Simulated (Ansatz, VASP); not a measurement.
**Hf (Hafnium) in two plane-wave programs**

Wanted: the spread between two codes on one cell, functional and k mesh. The cell is taken from a series of runs on this material, whose earlier steps may have relaxed, scaled, displaced or heated it; both programs get it as it stands.

Calculated with Ansatz 0.2.0; plane waves, with VASP 6.6.1 beside it; zone-centre phonons at LDA.

### 1. Set-up

The structure is hexagonal, space group P6_3/mmc (No. 194). The conventional cell has a = 3.152 Å, b = 3.152 Å, c = 4.904 Å, α = 90.00°, β = 90.00°, γ = 120.00°. Nearest to Hf lie 12 Hf at 3.05 to 3.15 Å.

### 2. Ansatz: zone-centre phonons, LDA

Ansatz runs on its PAW soft_1 files.

Second derivatives magnify differences that forces hide, and they need a tight electronic threshold.

Input file input.yaml:

```yaml
crystal:
  lattice:
    - [3.1518187773, 0.0, 0.0]
    - [-1.5759093887, 2.7295551293, 0.0]
    - [0.0, 0.0, 4.9036347594]
  atoms:
    - { symbol: Hf, position: [0.3333333333, 0.6666666667, 0.25] }
    - { symbol: Hf, position: [0.6666666667, 0.3333333333, 0.75] }
kpoints:
  mp_grid: { grid: [15, 15, 8] }
hamiltonian:
  xc: lda
  pseudopotentials: { kind: paw, azcp: { folder: soft_1 }, xc_functional: pbe }
scf:
  occupations: { method: methfessel_paxton, width: 0.2 }
output:
  eigenvalues: true
phonons:
  method: dfpt
```

Command:

```bash
$ ansatz run input.yaml --threads 4 --pin off --max-ram 10240MiB --backend cpu --events-out ev --progress --plain --runs-dir out
```

Numbers of over 12 decimals in the logs are rounded to 6 here.

The program printed:

```text
zone centre: on kpoints.mp_grid the ground state, and the responses unless they are solved on pairs of k-points, stand on 320 of the mesh's 1800 k-points, reduced under 4 symmetry operations, with k and −k counted as one. Each operation leaves every solved displacement unchanged or reverses it
Engine: ansatz 0.2.0, aarch64-unknown-linux-gnu
Pseudopotentials: kind: paw
Pseudopotential: Hf, paw, valence charge 26, recommended cutoff 420 eV (normal), soft_1/Hf.paw.azcp
Functional definition: SPW92
  exchange = slater_x
  correlation = pw_c
Crystal: 2 atoms, lattice volume = 42.186 Å³
Basis set: ecut = 420 eV, 821 PW (Γ), exchange–correlation on 48×48×72 points (8 copies of the dense FFT grid, shifted against one another)
Bands: 32, of which v1, the nominal top of the filled ones, is band 26 counted from 1 (25 counted from 0)
Symmetry: 24 space group operations
k-points: 320 of 1800 (irreducible under 4 space group operations, time reversal used)
Non-local potential: Hf, projectors of the file, l = 0: 3, l = 1: 2, l = 2: 2, l = 3: 3
PAW form: soft (Blöchl's): semilocal exchange-correlation on the pseudo side does not see the compensation charge
PAW frozen core: Hf, regenerated for the run's functional, and the local potential with it (the file was generated under x = pbe(κ = 0.804, μ = 0.219515), c = pbe(β = 0.066725))
PAW one-centre angular grid: Hf, 590 points (default); XC on 64 Gauss nodes
Initial density: superposition of atomic densities (chi_scale 0.1, normalization cell)
Initial wavefunctions: pseudopotential atomic-orbital guess
Functional: x = slater, c = lda
SCF iter   1: F=—  HF=-30955.203795 eV  |F-HF|=—  |Δ(HF+E_count)|=         —  Δρ=3.40e-2  dr2=5.77e-1  ethr=3.10e-3  ⟨swp⟩=5.0  Hψ=35014  notcnv=0
preconditioner: auto → Kerker (q_TF=auto, 2.825 Å⁻¹)  [metal: Δε(μ)=0.035 eV  Ē_g=16.977 eV  σ=0.200 eV  W_gap=0.15  n_scr=22 (ndim 8)  ℏωp=39.6 eV  f_vac=0.000  D(μ)=1.19/eV (n_scr^D=2)]
SCF iter   2: F=—  HF=-30955.071360 eV  |F-HF|=—  |Δ(HF+E_count)|=   1.32e-1  S|Δr|=    0.00e0  Δρ=2.13e-2  dr2=2.27e-1  ethr=1.11e-3  ⟨swp⟩=2.3  Hψ=18042  notcnv=0  defer=37
SCF iter   3: F=—  HF=-30955.017011 eV  |F-HF|=—  |Δ(HF+E_count)|=   5.43e-2  S|Δr|=    0.00e0  Δρ=8.08e-3  dr2=3.18e-2  ethr=4.36e-4  ⟨swp⟩=2.0  Hψ=15991  notcnv=0  defer=60
SCF iter   4: F=—  HF=-30954.978541 eV  |F-HF|=—  |Δ(HF+E_count)|=   3.85e-2  S|Δr|=    0.00e0  Δρ=3.15e-3  dr2=2.09e-3  ethr=6.12e-5  ⟨swp⟩=2.0  Hψ=18451  notcnv=0  defer=60
SCF iter   5: F=—  HF=-30954.979469 eV  |F-HF|=—  |Δ(HF+E_count)|=   9.29e-4  S|Δr|=    0.00e0  Δρ=7.11e-4  dr2=2.07e-4  ethr=4.02e-6  ⟨swp⟩=2.9  Hψ=18306  notcnv=0  defer=55
SCF iter   6: F=—  HF=-30954.979635 eV  |F-HF|=—  |Δ(HF+E_count)|=   1.65e-4  S|Δr|=    0.00e0  Δρ=1.48e-4  dr2=8.40e-6  ethr=3.98e-7  ⟨swp⟩=2.1  Hψ=18507  notcnv=0  defer=55
SCF iter   7: F=—  HF=-30954.979646 eV  |F-HF|=—  |Δ(HF+E_count)|=   1.13e-5  S|Δr|=    0.00e0  Δρ=3.28e-5  dr2=5.20e-7  ethr=1.62e-8  ⟨swp⟩=2.4  Hψ=18692  notcnv=0  defer=55
SCF iter   8: F=—  HF=-30954.979647 eV  |F-HF|=—  |Δ(HF+E_count)|=   1.26e-6  S|Δr|=    0.00e0  Δρ=6.04e-6  dr2=1.84e-8  ethr=1.00e-9  ⟨swp⟩=2.3  Hψ=14754  notcnv=0  defer=143
SCF iter   9: F=—  HF=-30954.979647 eV  |F-HF|=—  |Δ(HF+E_count)|=   5.44e-9  S|Δr|=    0.00e0  Δρ=1.25e-6  dr2=5.27e-10  ethr=3.53e-11  ⟨swp⟩=2.4  Hψ=18102  notcnv=0  defer=143
SCF iter  10: F=—  HF=-30954.979647 eV  |F-HF|=—  |Δ(HF+E_count)|=  3.64e-12  S|Δr|=    0.00e0  Δρ=2.14e-7  dr2=1.68e-11  ethr=1.01e-12  ⟨swp⟩=2.4  Hψ=17534  notcnv=0  defer=143
SCF iter  11: F=-30954.979647 eV  HF=-30954.979647 eV  |F-HF|=7.28e-12  |Δ(HF+E_count)|=  3.64e-12  S|Δr|=    0.00e0  Δρ=7.22e-8  dr2=1.04e-12  ethr=1.00e-12  ⟨swp⟩=10.5  Hψ=60347  notcnv=0
SCF 1 converged in 11 iterations: F = -30954.979647 eV  dr2 = 1.04e-12
  greatest PAW one-centre occupation: 0.998 electrons in one spin orbital (limit 2), on the Hf atom at site 1 (counted from 0), in its partial waves of l = 3
DFPT response loops at Γ: preconditioner auto → Kerker (q_TF=auto, 2.825 Å⁻¹) (partly filled bands, converged f_vac=0.000); β = 1.00, the filter's whole step (`scf.mixing.beta` (0.50) is not read by the response loops under this deck's `scf.mixing.preconditioner`; to damp them name `kerker` or `kerker_dos`, under which they read `scf.mixing.beta`, and type it under 1.00, their step now; both keys bind the ground state too); Broyden in place of MSR1
SCF converged after 11 iterations
Stability not checked: this state was not tested for a lower state beside it, because cold or Methfessel-Paxton smearing, or corrected tetrahedra, fill the levels in a way that the test cannot read (fill_not_monotonic; see scf.lower_state_search)
Free energy (F): -30954.979647 eV
Harris-Foulkes:  -30954.979647 eV  (|F-HF|=7.28e-12)
Internal energy: -30954.984374 eV  (E = F + TS)
E sigma→0 (E₀):  -30954.980829 eV
Entropy (-TS):   0.004726 eV (2.363 meV/atom)
Fermi energy:    19.056209 eV
--- Per-component energies (eV) ---
  E_band       = 31.055599
  E_kinetic    = 823.874545
  E_local      = -12342.400950  (includes V_loc(G=0)·N_el)
  E_nonlocal   = 142.866074
  E_hartree    = 6025.552402
  E_xc         = -530.558431
  E_vxc        = -512.145485  (∫ρ·V_xc dr)
  E_paw        = -14907.469918  (= ΣΔE_a)
  E_vpaw       = -132.243577  (= ΣTr[D̂ρ^β])
  E_aug_tail   = 0.000211  (compensation charges beyond the density's cutoff)
  E_ewald      = -10171.762482
  E_core_change = 4.914176  (= ΣΔE_core)
  E_smearing   = 0.004726  (= −TS)
  E_closure    = 0.000000  (closes the sum)
  Σ components = -30954.979647   (vs F -30954.979647, Δ=0.00e0)
--- Band table (eV; the first three rows and the last of 320) ---
  k-point 0: bands = [... 22 lower, 11.4820, 15.1586, 20.1051, 20.1051, 20.1671, 20.6176, 21.0308, 21.0308, ... 2 higher]
  k-point 1: bands = [... 22 lower, 11.6413, 15.1100, 19.8948, 19.9980, 19.9980, 20.4796, 20.8885, 20.8885, ... 2 higher]
  k-point 2: bands = [... 22 lower, 12.0999, 14.8949, 19.3801, 19.8499, 19.8499, 20.1116, 20.5600, 20.5600, ... 2 higher]
  k-point 319: bands = [... 22 lower, 16.0298, 16.0298, 18.2333, 18.2333, 19.0073, 19.0073, 21.2667, 21.2667, ... 2 higher]
--- Phonons (Γ-DFPT): 2 representative perturbations + reference, on 320 of 1800 k-points (Σ response iterations 6) ---
  k mesh reduced under 4 symmetry operations, with k and −k counted as one. Each operation leaves every solved displacement unchanged or reverses it
  ASR residual: 3.717e-5 → 0.000e0 eV/Å²; symmetrization residual: 1.500e-9 eV/Å²
  ASR residual per site (eV/Å²): 3.72e-5 3.72e-5
  Γ frequencies (cm⁻¹): 0.00 0.00 0.00 76.33 76.33 117.53
  non-analytic LO–TO correction: not included (Born effective charges unavailable; polar crystals: no LO–TO splitting at Γ)
```

### 3. VASP: zone-centre phonons, LDA

The same cell, functional (in two slightly different forms), mesh and smearing now go to VASP, with its own data sets.

Lines of VASP's logs that name or quote its potential files are left out, and so is its time.

Input file INCAR:

```
SYSTEM = Hf
PREC = Accurate
ENCUT = 500
EDIFF = 1E-08
NELM = 120
ISMEAR = 1
SIGMA = 0.2
LREAL = .FALSE.
ALGO = Normal
GGA = CA
NBANDS = 16
LASPH = .TRUE.
LORBIT = 11
LWAVE = .FALSE.
LCHARG = .FALSE.
ISIF = 2
IBRION = 8
GGA_COMPAT = .FALSE.
KPAR = 2
```

Input file POSCAR:

```
Hf
1.0
    3.1518187773      0.0000000000      0.0000000000
   -1.5759093887      2.7295551293      0.0000000000
    0.0000000000      0.0000000000      4.9036347594
Hf
2
Direct
    0.3333333333      0.6666666667      0.2500000000
    0.6666666667      0.3333333333      0.7500000000
```

Input file KPOINTS:

```
Automatic mesh
0
Gamma
15 15 8
0 0 0
```

The projector-augmented-wave data sets are Hf_pv (LDA family, release 64).

Command:

```bash
$ mpirun -np 2 vasp_std
```

The program printed:

```text
[banner, memory and clock lines left out]
running    2 mpi-ranks, on    1 nodes
 distrk:  each k-point on    1 cores,    2 groups
 distr:  one band on    1 cores,    1 groups

 POSCAR found type information on POSCAR Hf
 POSCAR found :  1 types and       2 ions
 LDA part: xc-table for (Slater(with rela. corr.)+CA(PZ))
 , standard interpolation
 POSCAR, INCAR and KPOINTS ok, starting setup
 FFT: planning ... GRIDC
 FFT: planning ... GRID_SOFT
 FFT: planning ... GRID
 WAVECAR not read
 entering main loop
       N       E                     dE             d eps       ncg     rms          rms(c)
DAV:   1     0.462001757049E+02    0.46200E+02   -0.11417E+04  4320   0.116E+03
DAV:   2    -0.205910564689E+02   -0.66791E+02   -0.65288E+02  5864   0.249E+02
DAV:   3    -0.220937956156E+02   -0.15027E+01   -0.14972E+01  5616   0.260E+01
DAV:   4    -0.221047952820E+02   -0.11000E-01   -0.10998E-01  5448   0.269E+00
DAV:   5    -0.221049233426E+02   -0.12806E-03   -0.12806E-03  5504   0.242E-01    0.677E+01
DAV:   6    -0.215791948428E+02    0.52573E+00   -0.45765E-01  5216   0.447E+00    0.399E+01
DAV:   7    -0.213926402722E+02    0.18655E+00   -0.73049E-01  5312   0.543E+00    0.190E+00
DAV:   8    -0.213836563603E+02    0.89839E-02   -0.45133E-02  4928   0.148E+00    0.336E-01
DAV:   9    -0.213837385616E+02   -0.82201E-04   -0.97469E-04  5872   0.228E-01    0.178E-01
DAV:  10    -0.213837342806E+02    0.42810E-05   -0.46635E-05  5104   0.489E-02    0.197E-01
DAV:  11    -0.213837311874E+02    0.30932E-05   -0.46030E-06  5888   0.142E-02    0.982E-03
DAV:  12    -0.213837311564E+02    0.31057E-07   -0.41953E-07  5040   0.441E-03    0.752E-03
DAV:  13    -0.213837311424E+02    0.13986E-07   -0.32579E-08  5072   0.131E-03    0.947E-04
DAV:  14    -0.213837311427E+02   -0.34606E-09   -0.13640E-09  3016   0.310E-04
   1 F= -.21383731E+02 E0= -.21385233E+02  d E =0.450516E-02
 Linear response reoptimize wavefunctions to high precision
DAV:   1    -0.213837311425E+02    0.22283E-09   -0.20429E-10  3432   0.117E-04
DAV:   2    -0.213837311425E+02   -0.55024E-10   -0.33889E-11  2752   0.450E-05
 Linear response DOF=           2
 Linear response progress:
  Degree of freedom:   1/  2
       N       E                     dE             d eps       ncg     rms          rms(c)
RMM:   1    -0.198648774754E+00   -0.19865E+00    0.45990E+00 18615   0.118E+01
RMM:   2    -0.203688308124E+00   -0.50395E-02   -0.37846E-02 27684   0.121E+00    0.607E-01
RMM:   3    -0.202969629739E+00    0.71868E-03   -0.42854E-03 34826   0.254E-01    0.124E-01
RMM:   4    -0.202634867980E+00    0.33476E-03   -0.47344E-04 41208   0.873E-02    0.194E-01
RMM:   5    -0.202261956387E+00    0.37291E-03   -0.42634E-05 38101   0.356E-02    0.146E-02
RMM:   6    -0.202178069853E+00    0.83887E-04   -0.46985E-05 42566   0.135E-02    0.301E-02
RMM:   7    -0.202186422575E+00   -0.83527E-05   -0.49008E-05 38466   0.626E-03    0.391E-02
RMM:   8    -0.202175828977E+00    0.10594E-04   -0.13892E-05 39211   0.269E-03    0.953E-03
RMM:   9    -0.202175379139E+00    0.44984E-06   -0.14925E-05 42302   0.810E-04    0.552E-03
RMM:  10    -0.202175550032E+00   -0.17089E-06   -0.71012E-06 41478   0.370E-04    0.895E-04
RMM:  11    -0.202175323185E+00    0.22685E-06   -0.40128E-06 41648   0.259E-04    0.549E-04
RMM:  12    -0.202175305783E+00    0.17402E-07   -0.20627E-06 40892   0.120E-04    0.202E-05
RMM:  13    -0.202175349567E+00   -0.43783E-07   -0.12599E-06 40299   0.800E-05    0.802E-05
RMM:  14    -0.202175358407E+00   -0.88407E-08   -0.59999E-07 37084   0.652E-05    0.362E-06
RMM:  15    -0.202175367788E+00   -0.93812E-08   -0.34565E-07 36111   0.595E-05    0.166E-05
RMM:  16    -0.202175372019E+00   -0.42309E-08   -0.17456E-07 27412   0.559E-05    0.727E-06
RMM:  17    -0.202175373828E+00   -0.18090E-08   -0.96466E-08 25977   0.545E-05    0.754E-07
 first order change of Fermi-energy  -0.29951E-05
 force on displaced ion       1 direction 1 :  -1.875  -0.000   0.000
 Linear response progress:
  Degree of freedom:   2/  2
       N       E                     dE             d eps       ncg     rms          rms(c)
RMM:   1    -0.238942178895E+00   -0.23894E+00    0.49142E+00  6420   0.122E+01
RMM:   2    -0.249063494523E+00   -0.10121E-01   -0.43484E-02  9550   0.124E+00    0.748E-01
RMM:   3    -0.248398906455E+00    0.66459E-03   -0.38914E-03 11154   0.277E-01    0.224E-01
RMM:   4    -0.248149044093E+00    0.24986E-03   -0.42488E-06 13301   0.941E-02    0.206E-01
RMM:   5    -0.247927754305E+00    0.22129E-03   -0.26472E-05 13067   0.436E-02    0.472E-02
RMM:   6    -0.247853386202E+00    0.74368E-04    0.19962E-05 11255   0.177E-02    0.422E-02
RMM:   7    -0.247880058569E+00   -0.26672E-04   -0.25495E-05 12585   0.674E-03    0.129E-02
RMM:   8    -0.247879825149E+00    0.23342E-06    0.31747E-05 13514   0.296E-03    0.257E-03
RMM:   9    -0.247873287240E+00    0.65379E-05    0.72607E-06 13523   0.149E-03    0.126E-03
RMM:  10    -0.247872730553E+00    0.55669E-06    0.14368E-06 13055   0.551E-04    0.473E-04
RMM:  11    -0.247872569518E+00    0.16104E-06    0.98730E-07 13195   0.250E-04    0.897E-05
RMM:  12    -0.247872418620E+00    0.15090E-06   -0.31786E-07 14272   0.117E-04    0.629E-05
RMM:  13    -0.247872332387E+00    0.86233E-07    0.35357E-07 13057   0.772E-05    0.311E-05
RMM:  14    -0.247872222832E+00    0.10955E-06    0.79108E-07 14028   0.625E-05    0.554E-06
[...]
RMM:  33    -0.247872176084E+00    0.33928E-08    0.13584E-06  4650   0.477E-05    0.344E-07
RMM:  34    -0.247872179798E+00   -0.37140E-08    0.98334E-07  4604   0.477E-05    0.441E-07
RMM:  35    -0.247872176005E+00    0.37934E-08    0.13643E-06  4558   0.477E-05    0.350E-07
RMM:  36    -0.247872179723E+00   -0.37184E-08    0.97719E-07  4530   0.477E-05    0.427E-07
RMM:  37    -0.247872175783E+00    0.39406E-08    0.13740E-06  4504   0.477E-05    0.354E-07
RMM:  38    -0.247872179977E+00   -0.41945E-08    0.96717E-07  4474   0.477E-05    0.429E-07
RMM:  39    -0.247872175364E+00    0.46134E-08    0.13835E-06  4425   0.477E-05    0.356E-07
RMM:  40    -0.247872179901E+00   -0.45371E-08    0.96223E-07  4372   0.477E-05    0.417E-07
 first order change of Fermi-energy  -0.15348E-03
 force on displaced ion       1 direction 3 :   0.000  -0.000  -4.498
 Linear response finished
```

[end of part 1 of 2]

[Lines on the potential files, build, host, timing and source positions are cut from VASP's logs without a mark.]

[Logs are printed without paths, hosts, clocks, repeated set-up lines and the standing remarks that a program may print on its own settings, such as how far it seeks lower states.]

[Hosts, paths, dates, database ids (printed as entryN), source tags and the programs' standing remarks are cut or masked in the printed files.]
